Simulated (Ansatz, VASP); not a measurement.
# In2Se: VASP beside Ansatz

Aim: how closely do two programs agree when they are given the same cell, functional and k mesh? The cell is generated by rule, not measured, and may not be a known phase. The cell is taken from a series of runs on this material, whose earlier steps may have relaxed, scaled, displaced or heated it; both programs get it as it stands.

Calculated with Ansatz 0.2.0; plane waves, with VASP 6.6.1 beside it; single point at PBEsol.

The structure was built from a prototype and need not be the compound's stable phase.

### 1. The structure

Symmetry: R3m, No. 160, trigonal system. The conventional cell has a = 9.374 Å, b = 9.374 Å, c = 11.481 Å, α = 90.00°, β = 90.00°, γ = 120.00°. Nearest to Se lie 3 In at 2.74 Å. Nearest to Se lie 1 In at 2.12 Å. In has 1 Se at 2.74 Å nearest. Nearest to In lie 1 Se at 2.12 Å. Farther neighbours and most contacts between anions are not listed.

### 2. Ansatz: single point, PBEsol, pair 1

Ansatz runs on its default PAW (the set named soft_2) files.

A single point gives forces, pressure and levels at one fixed geometry, so differences don't come from the geometry; what else differs is listed under the comparison.

Contents of input.yaml:

```yaml
crystal:
  lattice:
    - [6.6284302234, 0.0, 0.0]
    - [0.0, 6.6284302234, 0.0]
    - [0.0, 0.0, 6.6284302234]
  atoms:
    - { symbol: Se, position: [0.052261267, 0.052261267, -0.052261267] }
    - { symbol: Se, position: [0.552261267, 0.552261267, 0.447738733] }
    - { symbol: In, position: [0.232027537, 0.232027537, 0.2729753316] }
    - { symbol: In, position: [0.7370304056, 0.7370304056, 0.2629695944] }
    - { symbol: In, position: [0.7270246684, 0.232027537, 0.767972463] }
    - { symbol: In, position: [0.232027537, 0.7270246684, 0.767972463] }
kpoints:
  mp_grid: { grid: [6, 6, 6] }
hamiltonian:
  xc: pbesol
scf:
  occupations: { method: methfessel_paxton, width: 0.2 }
output:
  forces: true
  stress: true
  eigenvalues: true
```

Command:

```bash
$ ansatz run input.yaml --threads 8 --pin off --max-ram 14336MiB --backend cpu --events-out ev --progress --plain --runs-dir out
```

Numbers of over 12 decimals in the logs are rounded to 6 here.

Log:

```text
Engine: ansatz 0.2.0, aarch64-unknown-linux-gnu
Pseudopotentials: kind: paw
Pseudopotential: Se, paw, valence charge 16, recommended cutoff 420 eV (normal), Se.paw.azcp
Pseudopotential: In, paw, valence charge 13, recommended cutoff 420 eV (normal), In.paw.azcp
Functional definition: PBEsol
  exchange = pbesol_x
  correlation = pbesol_c
Crystal: 6 atoms, lattice volume = 291.227 Å³
Basis set: ecut = 420 eV, 5695 PW (Γ), exchange–correlation on 90×90×90 points (8 copies of the dense FFT grid, shifted against one another)
Bands: 51, of which v1, the nominal top of the filled ones, is band 42 counted from 1 (41 counted from 0)
Symmetry: 6 space group operations
Space group: R3m (ITA 160), of the structure as read, at distance tolerance 6.6e-5 Å
k-points: 32 of 216 (time reversal used)
Non-local potential: Se, projectors of the file, l = 0: 2, l = 1: 2, l = 2: 3, l = 3: 1
Non-local potential: In, projectors of the file, l = 0: 2, l = 1: 2, l = 2: 2, l = 3: 2
PAW form: soft (Blöchl's): semilocal exchange-correlation on the pseudo side does not see the compensation charge
PAW frozen core: Se, regenerated for the run's functional, and the local potential with it (the file was generated under x = pbe(κ = 0.804, μ = 0.219515), c = pbe(β = 0.066725))
PAW frozen core: In, regenerated for the run's functional, and the local potential with it (the file was generated under x = pbe(κ = 0.804, μ = 0.219515), c = pbe(β = 0.066725))
PAW one-centre angular grid: Se, 590 points (default); XC on 64 Gauss nodes
PAW one-centre angular grid: In, 590 points (default); XC on 64 Gauss nodes
Initial density: superposition of atomic densities (neutral atoms: chi_scale 0, normalization atom), corrected by the library's trained network
Initial wavefunctions: pseudopotential atomic-orbital guess
Functional: x = pbesol(κ = 0.804, μ = 0.123457), c = pbesol(β = 0.046)
SCF iter   1: F=—  HF=-32946.399034 eV  |F-HF|=—  |Δ(HF+E_count)|=         —  Δρ=4.49e-3  dr2=1.35e-1  ethr=1.77e-3  ⟨swp⟩=6.8  Hψ=5738  notcnv=0
preconditioner: auto → Resta (q_TF=auto, 2.218 Å⁻¹)  ε∞=2.8  [insulator: Δε(μ)=0.588 eV  Ē_g=12.959 eV  σ=0.200 eV  W_gap=1.06  n_scr=56 (ndim 8)  ℏωp=17.4 eV  f_vac=0.178  D(μ)=-0.37/eV (n_scr^D=0)  ε∞_Penn≈2.8]
SCF iter   2: F=—  HF=-32946.370558 eV  |F-HF|=—  |Δ(HF+E_count)|=   2.85e-2  S|Δr|=    0.00e0  Δρ=1.75e-3  dr2=1.51e-2  ethr=1.61e-4  ⟨swp⟩=2.0  Hψ=2038  notcnv=0
SCF iter   3: F=—  HF=-32946.369935 eV  |F-HF|=—  |Δ(HF+E_count)|=   6.22e-4  S|Δr|=    0.00e0  Δρ=6.23e-4  dr2=2.69e-3  ethr=1.80e-5  ⟨swp⟩=2.8  Hψ=2849  notcnv=0
automatic band count: iteration 3 solves 50 bands in place of 51: the levels show a gap, and the empty bands left out lie too high to hold charge; the band table lists the bands solved (type scf.n_extra_bands for more)
SCF iter   4: F=—  HF=-32946.370601 eV  |F-HF|=—  |Δ(HF+E_count)|=   6.66e-4  S|Δr|=    0.00e0  Δρ=2.86e-4  dr2=4.61e-4  ethr=3.20e-6  ⟨swp⟩=2.0  Hψ=2743  notcnv=0
SCF iter   5: F=—  HF=-32946.370905 eV  |F-HF|=—  |Δ(HF+E_count)|=   3.03e-4  S|Δr|=    0.00e0  Δρ=8.77e-5  dr2=5.12e-5  ethr=5.48e-7  ⟨swp⟩=2.0  Hψ=2766  notcnv=0
SCF iter   6: F=—  HF=-32946.370916 eV  |F-HF|=—  |Δ(HF+E_count)|=   1.11e-5  S|Δr|=    0.00e0  Δρ=3.95e-5  dr2=1.00e-5  ethr=6.10e-8  ⟨swp⟩=2.0  Hψ=2963  notcnv=0
SCF iter   7: F=—  HF=-32946.370919 eV  |F-HF|=—  |Δ(HF+E_count)|=   3.24e-6  S|Δr|=    0.00e0  Δρ=1.28e-5  dr2=8.00e-7  ethr=1.19e-8  ⟨swp⟩=2.0  Hψ=2935  notcnv=0
SCF iter   8: F=-32946.370920 eV  HF=-32946.370920 eV  |F-HF|=9.64e-8  |Δ(HF+E_count)|=   9.21e-7  S|Δr|=    0.00e0  Δρ=4.38e-6  dr2=7.75e-8  ethr=1.19e-10  ⟨swp⟩=8.2  Hψ=8164  notcnv=0
SCF 1 converged in 8 iterations: F = -32946.370920 eV  dr2 = 7.75e-8
  greatest PAW one-centre occupation: 1.000 electrons in one spin orbital (limit 2), on the Se atom at site 1 (counted from 0), in its partial waves of l = 2
SCF converged after 8 iterations
Stability not checked: this state was not tested for a lower state beside it, because cold or Methfessel-Paxton smearing, or corrected tetrahedra, fill the levels in a way that the test cannot read (fill_not_monotonic; see scf.lower_state_search)
Free energy (F): -32946.370920 eV
Harris-Foulkes:  -32946.370920 eV  (|F-HF|=9.64e-8)
Internal energy: -32946.391756 eV  (E = F + TS)
E sigma→0 (E₀):  -32946.376129 eV
Entropy (-TS):   0.020836 eV (3.473 meV/atom)
Fermi energy:    3.493955 eV
Step filling:    the computed levels leave a gap of 0.4514 eV = 2.3 smearing widths at the electron count; against every level under it full and every level over it empty, smearing changes F+E_penalty+E_count by +3.822 meV and its σ→0 estimate by -1.387 meV
--- Per-component energies (eV) ---
  E_band       = -1361.722502
  E_kinetic    = 1197.912156
  E_local      = -13071.686826  (includes V_loc(G=0)·N_el)
  E_nonlocal   = 283.174420
  E_hartree    = 5782.456950
  E_xc         = -1060.243584
  E_vxc        = -592.958640  (∫ρ·V_xc dr)
  E_paw        = -20051.939683  (= ΣΔE_a)
  E_vpaw       = -743.077569  (= ΣTr[D̂ρ^β])
  E_aug_tail   = -0.001101  (compensation charges beyond the density's cutoff)
  E_ewald      = -6029.024599
  E_core_change = 2.960511  (= ΣΔE_core)
  E_smearing   = 0.020836  (= −TS)
  E_closure    = -0.000000  (closes the sum)
  Σ components = -32946.370920   (vs F -32946.370920, Δ=0.00e0)
--- Forces (eV/Å), atoms counted from 1 ---
  atom   1  Se     0.43638990     0.43638990    -0.43638990
  atom   2  Se    -4.46629891    -4.46629891     4.46629891
  atom   3  In    -0.06164935    -0.06164935     0.27905290
  atom   4  In     4.43226243     4.43226243    -4.43226243
  atom   5  In    -0.27905290    -0.06164935     0.06164935
  atom   6  In    -0.06164935    -0.27905290     0.06164935
  max |Σ_I F_I| component: 1.81e-6 eV/Å
--- Stress (GPa, compression-positive) ---
        2.648421       3.592868      -3.592868
        3.592868       2.648421      -3.592868
       -3.592868      -3.592868       2.648421
  P = ⅓ Tr σ = 2.6484 GPa (26.484 kbar)
--- Band table (eV; the first three rows and the last of 32) ---
  k-point 0: bands = [... 38 lower, 1.1936, 1.9743, 1.9743, 3.2683, 4.0425, 4.0425, 5.1548, 5.1548, ... 4 higher]
  k-point 1: bands = [... 38 lower, 1.1991, 2.0273, 2.0283, 3.1747, 3.9310, 4.0814, 4.8863, 5.1942, ... 4 higher]
  k-point 2: bands = [... 38 lower, 1.2945, 2.0517, 2.1454, 3.0673, 3.8018, 4.2376, 4.3798, 5.1460, ... 4 higher]
  k-point 31: bands = [... 38 lower, 0.9338, 2.5634, 2.5634, 3.0193, 3.9799, 3.9799, 4.2798, 5.5593, ... 4 higher]
```

The column dr2 measures how far the density is from self-consistency, as an energy; F and HF (Harris–Foulkes) agree once it is small.

The run ends at a pressure of 2.65 GPa, with forces up to 7.7 eV/Å.

### 3. VASP: single point, PBEsol, pair 1

The same cell, functional, mesh and smearing now go to VASP, with its own data sets.

Lines of VASP's logs that name or quote its potential files are left out, and so is its time.

Contents of INCAR:

```
SYSTEM = In2Se
PREC = Accurate
ENCUT = 500
EDIFF = 1E-06
NELM = 120
ISMEAR = 1
SIGMA = 0.2
LREAL = .FALSE.
ALGO = Normal
GGA = PS
NBANDS = 39
LORBIT = 11
LWAVE = .FALSE.
LCHARG = .FALSE.
ISIF = 2
LASPH = .TRUE.
GGA_COMPAT = .FALSE.
EFERMI = MIDGAP
KPAR = 2
```

Contents of POSCAR:

```
In2Se
1.0
    6.6284302234      0.0000000000      0.0000000000
    0.0000000000      6.6284302234      0.0000000000
    0.0000000000      0.0000000000      6.6284302234
Se In
2 4
Direct
    0.0522612670      0.0522612670      0.9477387330
    0.5522612670      0.5522612670      0.4477387330
    0.2320275370      0.2320275370      0.2729753316
    0.7370304056      0.7370304056      0.2629695944
    0.7270246684      0.2320275370      0.7679724630
    0.2320275370      0.7270246684      0.7679724630
```

Contents of KPOINTS:

```
Automatic mesh
0
Gamma
6 6 6
0 0 0
```

The projector-augmented-wave data sets are Se and In_d (PBE family, release 64).

Command:

```bash
$ mpirun -np 2 vasp_std
```

Log:

```text
[banner, memory and clock lines left out]
running    2 mpi-ranks, on    1 nodes
 distrk:  each k-point on    1 cores,    2 groups
 distr:  one band on    1 cores,    1 groups

 POSCAR found type information on POSCAR SeIn
 POSCAR found :  2 types and       6 ions
|                                                                             |
|               ----> ADVICE to this user running VASP <----                  |
|                                                                             |
|     You enforced a specific xc type in the INCAR file but a different       |
|     [... a line on the potential file left out ...]
|     I HOPE YOU KNOW WHAT YOU ARE DOING!                                     |
|                                                                             |

 LDA part: xc-table for (Slater+PW92), standard interpolation
 POSCAR, INCAR and KPOINTS ok, starting setup
 FFT: planning ... GRIDC
 FFT: planning ... GRID_SOFT
 FFT: planning ... GRID
 WAVECAR not read
 entering main loop
       N       E                     dE             d eps       ncg     rms          rms(c)
DAV:   1     0.566568372467E+03    0.56657E+03   -0.27293E+04  2496   0.159E+03
DAV:   2     0.539965622317E+02   -0.51257E+03   -0.50002E+03  2524   0.410E+02
DAV:   3    -0.135729314511E+02   -0.67569E+02   -0.64348E+02  3186   0.168E+02
DAV:   4    -0.175794529983E+02   -0.40065E+01   -0.39794E+01  2833   0.439E+01
DAV:   5    -0.177633038154E+02   -0.18385E+00   -0.18378E+00  3366   0.859E+00    0.902E+00
DAV:   6    -0.160270214577E+02    0.17363E+01   -0.28951E+00  3537   0.128E+01    0.448E+00
DAV:   7    -0.160002524226E+02    0.26769E-01   -0.19932E+00  3482   0.680E+00    0.195E+00
DAV:   8    -0.159732440367E+02    0.27008E-01   -0.20110E-01  3268   0.316E+00    0.161E+00
DAV:   9    -0.159693313827E+02    0.39127E-02   -0.67661E-02  3251   0.137E+00    0.577E-01
DAV:  10    -0.159683744933E+02    0.95689E-03   -0.67054E-03  3381   0.585E-01    0.277E-01
DAV:  11    -0.159687297096E+02   -0.35522E-03   -0.75949E-04  3740   0.146E-01    0.214E-01
DAV:  12    -0.159689984859E+02   -0.26878E-03   -0.28236E-04  3069   0.900E-02    0.455E-02
DAV:  13    -0.159690067209E+02   -0.82350E-05   -0.33559E-04  3640   0.105E-01    0.324E-02
DAV:  14    -0.159690083685E+02   -0.16476E-05   -0.48371E-05  3036   0.423E-02    0.233E-02
DAV:  15    -0.159690122860E+02   -0.39175E-05   -0.18687E-05  2778   0.233E-02    0.670E-03
DAV:  16    -0.159690129459E+02   -0.65992E-06   -0.15007E-06  1967   0.946E-03
   1 F= -.15969013E+02 E0= -.15973659E+02  d E =0.139389E-01
```

OUTCAR, selected parts (step 3):

```text
ion  position               nearest neighbor table
   1  0.052  0.052  0.948-   3 2.74   5 2.74   6 2.74
   2  0.552  0.552  0.448-   4 2.12   3 3.22   5 3.22   6 3.22
   3  0.232  0.232  0.273-   1 2.74   2 3.22
   4  0.737  0.737  0.263-   2 2.12
   5  0.727  0.232  0.768-   1 2.74   2 3.22
   6  0.232  0.727  0.768-   1 2.74   2 3.22

  LATTYP: Found a simple cubic cell.
 ALAT       =     6.6284302234

 Subroutine GETGRP returns: Found  6 space group operations
 (whereof  6 operations were pure point group operations)

The static configuration has the point symmetry C_3v.

 Found     32 irreducible k-points:

   k-points           NKPTS =     32   k-points in BZ     NKDIM =     32   number of bands    NBANDS=     39

   dimension x,y,z NGX =    48 NGY =   48 NGZ =   48
   dimension x,y,z NGXF=    96 NGYF=   96 NGZF=   96

   ENCUT  =  500.0 eV  36.75 Ry    6.06 a.u.  12.09 12.09 12.09*2*pi/ulx,y,z

   NELECT =      64.0000    total number of electrons

 k-points in reciprocal lattice and weights: Automatic mesh
   0.00000000  0.00000000  0.00000000       0.005
   0.16666667  0.00000000  0.00000000       0.028
   0.33333333  0.00000000  0.00000000       0.028
   0.50000000  0.00000000  0.00000000       0.014
   0.16666667  0.16666667  0.00000000       0.028
   0.00000000  0.16666667  0.16666667       0.028
   0.33333333  0.16666667  0.00000000       0.056
   0.00000000  0.33333333  0.16666667       0.056
   0.50000000  0.16666667  0.00000000       0.056
[...]
0.50000000  0.50000000  0.33333333       0.028
   0.50000000  0.50000000  0.50000000       0.005

 average (electrostatic) potential at core
       1 -56.1946       2 -56.3956       3 -99.6961       4 -99.3466       5 -99.6961
       6 -99.6961

 E-fermi :   1.5852

 k-point     1 :       0.0000    0.0000    0.0000
  band No.  band energies     occupation
    ...
     28      -1.2304      2.00000
     29      -0.5869      2.00000
     30       0.2013      2.00000
     31       0.2013      2.00000
     32       1.4960      1.67823
     33       2.2667     -0.00002
     34       2.2667     -0.00002
     35       3.3791     -0.00000
     36       3.3791     -0.00000
     37       3.4871     -0.00000
    ...

 k-point     2 :       0.1667    0.0000    0.0000
  band No.  band energies     occupation
    ...
     28      -1.1319      2.00000
     29      -0.5813      2.00000
     30       0.2543      2.00000
     31       0.2552      2.00000
     32       1.4016      2.02874
     33       2.1551     -0.00042
     34       2.3066     -0.00000
     35       3.1111     -0.00000
     36       3.4182     -0.00000
     37       3.4797     -0.00000
    ...

 k-point     3 :       0.3333    0.0000    0.0000
  band No.  band energies     occupation
    ...
     28      -1.0002      2.00000
     29      -0.4848      2.00000
     30       0.2776      2.00000
     31       0.3725      2.00000
     32       1.2942      2.05920
     33       2.0256     -0.00789
     34       2.4637     -0.00000
     35       2.6046     -0.00000
     36       3.3695     -0.00000
     37       3.3958     -0.00000
    ...

  Total        4.7396215      4.7396215      4.7396215      6.4653801     -6.4653801     -6.4653801
  in kB       26.0748716     26.0748716     26.0748716     35.5690757    -35.5690757    -35.5690757
  external PRESSURE =      26.0748716 kB  Pullay stress =       0.0000000 kB

  energy-cutoff  :      500.00
  volume of cell :      291.23
      direct lattice vectors                 reciprocal lattice vectors
     6.628430223  0.000000000  0.000000000     0.150865283  0.000000000  0.000000000
     0.000000000  6.628430223  0.000000000     0.000000000  0.150865283  0.000000000
     0.000000000  0.000000000  6.628430223     0.000000000  0.000000000  0.150865283

 POSITION                                       TOTAL-FORCE (eV/Angst)
 -----------------------------------------------------------------------------------
      0.34641      0.34641      6.28202         0.426089      0.426089     -0.426089
      3.66063      3.66063      2.96780        -4.438462     -4.438462      4.438462
      1.53798      1.53798      1.80940        -0.056985     -0.056985      0.291780
      4.88535      4.88535      1.74308         4.418123      4.418123     -4.418123
      4.81903      1.53798      5.09045        -0.291780     -0.056985      0.056985
      1.53798      4.81903      5.09045        -0.056985     -0.291780      0.056985
 -----------------------------------------------------------------------------------
    total drift:                               -0.000217     -0.000217      0.000217

  FREE ENERGIE OF THE ION-ELECTRON SYSTEM (eV)
  ---------------------------------------------------
  free  energy   TOTEN  =       -15.9690129459 eV

  energy  without entropy=      -15.9829518910  energy(sigma->0) =      -15.97365926

 total charge
# of ion       s       p       d       tot
------------------------------------------
    1        1.481   2.319   0.016   3.816
    2        1.489   2.430   0.039   3.957
    3        1.137   0.249   9.850  11.236
    4        1.059   0.648   9.907  11.615
    5        1.137   0.249   9.850  11.236
    6        1.137   0.249   9.850  11.236
--------------------------------------------------
tot          7.440   6.144  39.513  53.097

[... 3 further parts left out ...]
```

Methfessel-Paxton smearing is not meant for a cell with a gap.

### 4. Differences

Known differences besides the potentials themselves: the data sets hold 84 valence electrons in Ansatz (on its default PAW (the set named soft_2) files) and 64 in VASP; the cutoff is 420 eV in Ansatz and 500 eV in VASP; Ansatz makes its cores anew for this functional, VASP keeps those of its PBE data sets. Total energies have different zeros and are not compared.

The two programs side by side:

```
              quantity  Ansatz   VASP  difference
        pressure (GPa)    2.65   2.61       +0.04
gap on the k mesh (eV)   0.451  0.450      +0.002
```

Forces (eV/Å; atoms numbered as in POSCAR):

```
atom         Ansatz x, y, z           VASP x, y, z
 Se1   0.436, 0.436, -0.436   0.426, 0.426, -0.426
 Se2  -4.466, -4.466, 4.466  -4.438, -4.438, 4.438
 In3  -0.062, -0.062, 0.279  -0.057, -0.057, 0.292
 In4   4.432, 4.432, -4.432   4.418, 4.418, -4.418
 In5  -0.279, -0.062, 0.062  -0.292, -0.057, 0.057
 In6  -0.062, -0.279, 0.062  -0.057, -0.292, 0.057
```

The forces differ by 15 meV/Å r.m.s., which is 0.6 % of the r.m.s. force of 2.566 eV/Å (both taken over all components). A gap on the mesh is an upper bound, since the band edges may lie between its points.

(Continued in part 2 of 2.)

[Lines on the potential files, build, host, timing and source positions are cut from VASP's logs without a mark.]

[Logs are printed without paths, hosts, clocks, repeated set-up lines and the standing remarks that a program may print on its own settings, such as how far it seeks lower states.]

[Hosts, paths, dates, database ids (printed as entryN), source tags and the programs' standing remarks are cut or masked in the printed files.]
